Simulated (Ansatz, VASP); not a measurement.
# Ta (generalised stacking fault on (110) of Ta): VASP beside Ansatz, part 2 of 2

One calculation is typed for both programs; each brings its own data sets. How far apart do they land? The structure shown is the start of the Ansatz relaxation below; VASP solves that cell, so the two are compared at the walk's first step.

VASP 6.6.1 and Ansatz 0.2.0.

So far. Step 3 (VASP: single point, PBE, start cell, pair 1): The run ends at a pressure of 0.70 GPa, with forces up to 0.56 eV/Å.

**5. Ansatz: relaxation, PBE**

Level of this step: Ansatz beside VASP: Kohn-Sham DFT, plane waves, PBE (Ansatz).

The two programs are compared at the cell with which this relaxation starts, whose forces are those of its first step.

The structure compared here is the start of the Ansatz relaxation; VASP solves that cell, so the two are compared at the walk's first step.

input.yaml

```yaml
crystal:
  lattice:
    - [2.8752, 0.0, 0.0]
    - [-0.9584, 2.71077, 0.0]
    - [0.7188, 0.0, 28.17113]
  atoms:
    - { symbol: Ta, position: [0.95532, 0.0, 0.17869] }
    - { symbol: Ta, position: [0.43452, 0.5, 0.26194] }
    - { symbol: Ta, position: [0.91382, 0.0, 0.34471] }
    - { symbol: Ta, position: [0.39308, 0.5, 0.42769] }
    - { symbol: Ta, position: [0.87228, 0.0, 0.51087] }
    - { symbol: Ta, position: [0.35146, 0.5, 0.59416] }
    - { symbol: Ta, position: [0.83062, 0.0, 0.67748] }
    - { symbol: Ta, position: [0.30982, 0.5, 0.76077] }
    - { symbol: Ta, position: [0.789, 0.0, 0.84396] }
    - { symbol: Ta, position: [0.26826, 0.5, 0.92693] }
    - { symbol: Ta, position: [0.74758, 0.0, 0.0097] }
    - { symbol: Ta, position: [0.22676, 0.5, 0.09295] }
kpoints:
  mp_grid: { grid: [10, 10, 1] }
hamiltonian:
  xc: pbe
scf:
  occupations: { method: fermi_dirac, width: 0.1 }
output:
  forces: true
relax:
  f_tol: 0.05
  max_steps: 120
  constraints: [{ sites: [0, 1, 2, 3, 4, 5, 6, 7, 8, 9, 10, 11], fix: xy }]
```

Command:

```bash
> ansatz run input.yaml --threads 5 --pin off --max-ram 81920MiB --backend cuda --events-out ev --progress --plain --runs-dir out
```

Numbers of over 12 decimals in the logs are rounded to 6 here.

What it wrote:

```text
[...]
GPU FFT provider: cuFFT
GPU libraries: cuBLAS 13.8.2, cuFFT 12.4.0, cuSOLVER 12.3.4
Crystal: 12 atoms, lattice volume = 219.566 Å³
Basis set: ecut = 420 eV, 4305 PW (Γ), exchange–correlation on 40×40×384 points (8 copies of the dense FFT grid, shifted against one another)
Bands: 94, of which v1, the nominal top of the filled ones, is band 78 counted from 1 (77 counted from 0)
[...]
- { symbol: Ta, position: [0.393023, 0.5, 0.427928] }
    - { symbol: Ta, position: [0.872220, 0.0, 0.511082] }
    - { symbol: Ta, position: [0.351445, 0.5, 0.594235] }
    - { symbol: Ta, position: [0.830642, 0.0, 0.677407] }
    - { symbol: Ta, position: [0.309866, 0.5, 0.760559] }
    - { symbol: Ta, position: [0.789064, 0.0, 0.843713] }
    - { symbol: Ta, position: [0.268243, 0.5, 0.927011] }
    - { symbol: Ta, position: [0.747537, 0.0, 0.00984524] }
    - { symbol: Ta, position: [0.226851, 0.5, 0.092600] }
[key lines of the parts left out:]
SCF converged after 6 iterations
Free energy (F): -119187.033649 eV
Fermi energy:    18.342338 eV
```

**6. VASP: single point, PBE, start cell, pair 2**

The same cell, functional, mesh and smearing now go to VASP, with its own data sets.

INCAR

```
SYSTEM = Ta
PREC = Accurate
ENCUT = 400
EDIFF = 1E-06
NELM = 120
ISMEAR = -1
SIGMA = 0.1
LREAL = .FALSE.
ALGO = Normal
GGA = PE
NBANDS = 81
LASPH = .TRUE.
LORBIT = 11
LWAVE = .FALSE.
LCHARG = .FALSE.
ISIF = 2
GGA_COMPAT = .FALSE.
KPAR = 2
```

POSCAR

```
Ta
1.0
    2.8752000000      0.0000000000      0.0000000000
   -0.9584000000      2.7107700000      0.0000000000
    0.7188000000      0.0000000000     28.1711300000
Ta
12
Direct
    0.9553274931      0.0000000000      0.1786900277
    0.4345163634      0.5000055335      0.2619419242
    0.9138222357      0.0000000000      0.3447110570
    0.3930803259      0.5000055335      0.4276860744
    0.8722823685      0.0000000000      0.5108705260
    0.3514614771      0.5000055335      0.5941614696
    0.8306297972      0.0000000000      0.6774808110
    0.3098089058      0.5000055335      0.7607717546
    0.7890109484      0.0000000000      0.8439562062
    0.2682690386      0.5000055335      0.9269312236
    0.7475746447      0.0000000000      0.0097014213
    0.2267644025      0.5000055335      0.0929497681
```

KPOINTS

```
Automatic mesh
0
Gamma
10 10 1
0 0 0
```

PAW data sets: Ta_pv (PBE family, release 64).

Command:

```bash
> mpirun -np 2 vasp_std
```

What it wrote:

```text
[... set-up lines as in an earlier step ...]
 entering main loop
       N       E                     dE             d eps       ncg     rms          rms(c)
DAV:   1     0.128752324658E+04    0.12875E+04   -0.62752E+04  8440   0.142E+03
DAV:   2    -0.776728048761E+02   -0.13652E+04   -0.13263E+04  9063   0.467E+02
DAV:   3    -0.145261138776E+03   -0.67588E+02   -0.63832E+02 10520   0.906E+01
DAV:   4    -0.147390074736E+03   -0.21289E+01   -0.20787E+01 10000   0.140E+01
[...]
DAV:  26    -0.141771272845E+03   -0.20964E-05   -0.49191E-06  7904   0.126E-02    0.166E-02
DAV:  27    -0.141771271844E+03    0.10006E-05   -0.57220E-06  5911   0.776E-03    0.828E-03
DAV:  28    -0.141771272260E+03   -0.41652E-06   -0.71356E-07  5552   0.379E-03
   1 F= -.14177127E+03 E0= -.14151687E+03  d E =-.508812E+00
```

OUTCAR, selected parts (step 6):

```text
  Total        0.6310777      1.4620655      1.5153469     -0.3059694     -0.0835940     -0.6636770
  in kB        4.6049873     10.6687223     11.0575181     -2.2326647     -0.6099872     -4.8428647
  external PRESSURE =       8.7770759 kB  Pullay stress =       0.0000000 kB

 POSITION                                       TOTAL-FORCE (eV/Angst)
 -----------------------------------------------------------------------------------
      2.87520      0.00000      5.03390        -0.450486     -0.269583      0.147872
      0.95840      1.35540      7.37920         0.086170      0.108539     -0.061809
      2.87520      0.00000      9.71090        -0.012087     -0.031183     -0.034412
      0.95840      1.35540     12.04840        -0.002312      0.008803      0.042163
      2.87520      0.00000     14.39180        -0.008409     -0.002207      0.021574
      0.95840      1.35540     16.73820         0.007229      0.006258      0.004931
      2.87520      0.00000     19.08540        -0.007229     -0.006258     -0.004931
      0.95840      1.35540     21.43180         0.008409      0.002207     -0.021574
      2.87520      0.00000     23.77520         0.002312     -0.008803     -0.042163
      0.95840      1.35540     26.11270         0.012087      0.031183      0.034412
      2.15640      0.00000      0.27330        -0.086170     -0.108539      0.061809
      0.23960      1.35540      2.61850         0.450486      0.269583     -0.147872
 -----------------------------------------------------------------------------------
    total drift:                                0.000014      0.000010     -0.097355

  FREE ENERGIE OF THE ION-ELECTRON SYSTEM (eV)
  ---------------------------------------------------
  free  energy   TOTEN  =      -141.7712722605 eV

  energy  without entropy=     -141.2624600165  energy(sigma->0) =     -141.51686614

[... 1 part as in an earlier step ...]

[... 2 further parts left out ...]
[key lines of the parts left out:]
E-fermi :   5.3914
```

The run ends at a pressure of 0.88 GPa, with forces up to 0.55 eV/Å.

**7. Differences**

What differs besides the data sets and the points named for the pairs above, as far as they apply: the data sets hold 156 valence electrons in Ansatz (on its default PAW (the set named soft_2) files) and 132 in VASP. Total energies have different zeros and are not compared.

Forces on 8 of the 12 atoms, those with the largest forces and the largest differences (eV/Å; atoms numbered as in POSCAR):

```csv
atom,"Ansatz x, y, z","VASP x, y, z"
Ta1,"-0.453, -0.269, 0.148","-0.450, -0.270, 0.148"
Ta2,"0.086, 0.109, -0.061","0.086, 0.109, -0.062"
Ta3,"-0.012, -0.031, -0.034","-0.012, -0.031, -0.034"
Ta8,"0.008, 0.002, -0.021","0.008, 0.002, -0.022"
Ta9,"0.002, -0.009, -0.042","0.002, -0.009, -0.042"
Ta10,"0.012, 0.031, 0.034","0.012, 0.031, 0.034"
Ta11,"-0.086, -0.109, 0.061","-0.086, -0.109, 0.062"
Ta12,"0.453, 0.269, -0.148","0.450, 0.270, -0.148"
```

The forces differ by 0.6 meV/Å r.m.s., which is 0.4 % of the r.m.s. force of 0.134 eV/Å (both taken over all components).

**8. Ansatz: relaxation, PBE**

The two programs are compared at the cell with which this relaxation starts, whose forces are those of its first step.

The structure compared here is the start of the Ansatz relaxation; VASP solves that cell, so the two are compared at the walk's first step.

input.yaml, the sections that differ from step 5:

```yaml
crystal:
  lattice:
    - [2.8752, 0.0, 0.0]
    - [-0.9584, 2.71077, 0.0]
    - [0.9584, 0.0, 28.17113]
  atoms:
    - { symbol: Ta, position: [0.94018, 0.0, 0.17946] }
    - { symbol: Ta, position: [0.41242, 0.5, 0.26274] }
    - { symbol: Ta, position: [0.88472, 0.0, 0.3458] }
    - { symbol: Ta, position: [0.3572, 0.5, 0.42839] }
    - { symbol: Ta, position: [0.8296, 0.0, 0.51118] }
    - { symbol: Ta, position: [0.30192, 0.5, 0.59424] }
    - { symbol: Ta, position: [0.7742, 0.0, 0.6774] }
    - { symbol: Ta, position: [0.24652, 0.5, 0.76046] }
    - { symbol: Ta, position: [0.71892, 0.0, 0.84325] }
    - { symbol: Ta, position: [0.1914, 0.5, 0.92584] }
    - { symbol: Ta, position: [0.6637, 0.0, 0.0089] }
    - { symbol: Ta, position: [0.13594, 0.5, 0.09218] }
# kpoints, hamiltonian, scf, output, relax: as in step 5
```

Command:

```bash
> ansatz run input.yaml --threads 5 --pin off --max-ram 81920MiB --backend cuda --events-out ev --progress --plain --runs-dir out
```

What it wrote:

```text
[...]
GPU FFT provider: cuFFT
GPU libraries: cuBLAS 13.8.2, cuFFT 12.4.0, cuSOLVER 12.3.4
Crystal: 12 atoms, lattice volume = 219.566 Å³
Basis set: ecut = 420 eV, 4299 PW (Γ), exchange–correlation on 40×40×384 points (8 copies of the dense FFT grid, shifted against one another)
Bands: 94, of which v1, the nominal top of the filled ones, is band 78 counted from 1 (77 counted from 0)
Symmetry: 2 space group operations
[...]
- { symbol: Ta, position: [0.357247, 0.5, 0.428250] }
    - { symbol: Ta, position: [0.829566, 0.0, 0.511283] }
    - { symbol: Ta, position: [0.301902, 0.5, 0.594293] }
    - { symbol: Ta, position: [0.774218, 0.0, 0.677347] }
    - { symbol: Ta, position: [0.246554, 0.5, 0.760357] }
    - { symbol: Ta, position: [0.718873, 0.0, 0.843390] }
    - { symbol: Ta, position: [0.191149, 0.5, 0.926592] }
    - { symbol: Ta, position: [0.663601, 0.0, 0.0091968] }
    - { symbol: Ta, position: [0.135988, 0.5, 0.092035] }
[key lines of the parts left out:]
SCF converged after 6 iterations
Free energy (F): -119186.957283 eV
Fermi energy:    18.347667 eV
```

**9. VASP: single point, PBE, start cell, pair 3**

The same cell, functional, mesh and smearing now go to VASP, with its own data sets.

INCAR is that of step 6.

POSCAR

```
Ta
1.0
    2.8752000000      0.0000000000      0.0000000000
   -0.9584000000      2.7107700000      0.0000000000
    0.9584000000      0.0000000000     28.1711300000
Ta
12
Direct
    0.9401798934      0.0000000000      0.1794603198
    0.4124216397      0.5000055335      0.2627406142
    0.8847330583      0.0000000000      0.3458008252
    0.3572055373      0.5000055335      0.4283889216
    0.8296068824      0.0000000000      0.5111793528
    0.3019219899      0.5000055335      0.5942395637
    0.7742002776      0.0000000000      0.6773991672
    0.2465153851      0.5000055335      0.7604593781
    0.7189167302      0.0000000000      0.8432498093
    0.1913880260      0.5000055335      0.9258414554
    0.6637002728      0.0000000000      0.0088991815
    0.1359420192      0.5000055335      0.0921794759
```

KPOINTS is that of step 6.

Command:

```bash
> mpirun -np 2 vasp_std
```

What it wrote:

```text
[... set-up lines as in an earlier step ...]
 entering main loop
       N       E                     dE             d eps       ncg     rms          rms(c)
DAV:   1     0.129336636651E+04    0.12934E+04   -0.62961E+04  8432   0.142E+03
DAV:   2    -0.776564018604E+02   -0.13710E+04   -0.13314E+04  9103   0.468E+02
DAV:   3    -0.145247076254E+03   -0.67591E+02   -0.64019E+02 10459   0.911E+01
DAV:   4    -0.147338480604E+03   -0.20914E+01   -0.20410E+01 10056   0.140E+01
[...]
DAV:  22    -0.141694192536E+03    0.31470E-03   -0.13622E-03 10688   0.161E-01    0.414E-02
DAV:  23    -0.141694205811E+03   -0.13275E-04   -0.22406E-04  9840   0.594E-02    0.297E-02
DAV:  24    -0.141694205154E+03    0.65606E-06   -0.89587E-06 10328   0.117E-02
   1 F= -.14169421E+03 E0= -.14143967E+03  d E =-.509068E+00
```

From OUTCAR (step 9):

```text
  Total        0.7747692      1.5046088      2.0423123     -0.6469461     -0.0298612     -0.4258049
  in kB        5.6535072     10.9791616     14.9027956     -4.7207789     -0.2178981     -3.1071071
  external PRESSURE =      10.5118215 kB  Pullay stress =       0.0000000 kB

 POSITION                                       TOTAL-FORCE (eV/Angst)
 -----------------------------------------------------------------------------------
      2.87520      0.00000      5.05560        -0.311029     -0.227551      0.092685
      0.95840      1.35540      7.40170         0.064188      0.095511     -0.008558
      2.87520      0.00000      9.74160        -0.011722     -0.024552     -0.137098
      0.95840      1.35540     12.06820         0.002247      0.006641      0.031608
      2.87520      0.00000     14.40050        -0.009028     -0.003489      0.045397
      0.95840      1.35540     16.74040         0.006491      0.007486      0.015690
      2.87520      0.00000     19.08310        -0.006491     -0.007486     -0.015690
      0.95840      1.35540     21.42300         0.009028      0.003489     -0.045397
      2.87520      0.00000     23.75530        -0.002247     -0.006641     -0.031608
      0.95840      1.35540     26.08200         0.011722      0.024552      0.137098
      1.91680      0.00000      0.25070        -0.064188     -0.095511      0.008558
     -0.00000      1.35540      2.59680         0.311029      0.227551     -0.092685
 -----------------------------------------------------------------------------------
    total drift:                               -0.000016      0.000002      0.005162

  FREE ENERGIE OF THE ION-ELECTRON SYSTEM (eV)
  ---------------------------------------------------
  free  energy   TOTEN  =      -141.6942051545 eV

  energy  without entropy=     -141.1851375759  energy(sigma->0) =     -141.43967137

[... 1 part as in an earlier step ...]

[... 2 further parts left out ...]
[key lines of the parts left out:]
E-fermi :   5.3967
```

The run ends at a pressure of 1.05 GPa, with forces up to 0.40 eV/Å.

**10. Side by side**

What differs besides the data sets and the points named for the pairs above, as far as they apply: the data sets hold 156 valence electrons in Ansatz (on its default PAW (the set named soft_2) files) and 132 in VASP. Total energies have different zeros and are not compared.

Forces on 7 of the 12 atoms, those with the largest forces and the largest differences (eV/Å; atoms numbered as in POSCAR):

```csv
atom,"Ansatz x, y, z","VASP x, y, z"
Ta1,"-0.313, -0.227, 0.096","-0.311, -0.228, 0.093"
Ta2,"0.065, 0.096, -0.007","0.064, 0.096, -0.009"
Ta3,"-0.011, -0.024, -0.135","-0.012, -0.025, -0.137"
Ta8,"0.009, 0.003, -0.045","0.009, 0.003, -0.045"
Ta10,"0.011, 0.024, 0.135","0.012, 0.025, 0.137"
Ta11,"-0.065, -0.096, 0.007","-0.064, -0.096, 0.009"
Ta12,"0.313, 0.227, -0.096","0.311, 0.228, -0.093"
```

The forces differ by 1.1 meV/Å r.m.s., which is 1.0 % of the r.m.s. force of 0.104 eV/Å (both taken over all components). VASP's last cycles still show a density residual of 3e-03, so its state may not be settled.

**11. What came out**

| Quantity | Value |
| --- | --- |
| r.m.s. force difference (single point, PBE, start cell, pair 1) | 0.37 meV/Å |
| r.m.s. force difference (single point, PBE, start cell, pair 2) | 0.56 meV/Å |
| r.m.s. force difference (single point, PBE, start cell, pair 3) | 1.1 meV/Å |

What this shows: The r.m.s. force difference is 1.1 meV/Å (single point, PBE, start cell, pair 3), within the 12 meV/Å picked in this series as the mark of a large difference. The data sets hold unlike numbers of valence electrons (156 in Ansatz and 132 in VASP), so part of the differences comes from the potentials. 5 further runs of this series are not shown here. How closely two codes agree says nothing of how well the functional describes the real material.

[Lines on the potential files, build, host, timing and source positions are cut from VASP's logs without a mark.]

[Logs are printed without paths, hosts, clocks, repeated set-up lines and the standing remarks that a program may print on its own settings, such as how far it seeks lower states.]

[Hosts, paths, dates, database ids (printed as entryN), source tags and the programs' standing remarks are cut or masked in the printed files.]
